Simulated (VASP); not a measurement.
Data:

```
CELL_PARAMETERS angstrom
      0.00000     3.16000     3.16000
      3.16000     0.00000     3.16000
      3.16000     3.16000     0.00000
ATOMIC_POSITIONS crystal
  Sn 0.00000 0.00000 0.00000
  Te 0.50000 0.50000 0.50000
```

These are PBE GGA, VASP's PBE PAW potentials (set 64) (plane waves; VASP) values and carry that method's errors. Settings: PREC = Normal, 500 eV cut-off, 6×6×6 Γ-centred mesh, Gaussian smearing of 0.010 eV, potentials Sn_d_GW Te_GW.

Question: Give the stress tensor in GPa (positive for a compressed cell).

Answer: 
```
1.70  0.00  0.00
0.00  1.70  0.00
0.00  0.00  1.70
```
The pressure is its mean diagonal, 1.70 GPa.

The compound is SnTe in the rock salt structure, which distorts at low temperature. The cell was not relaxed at this level.
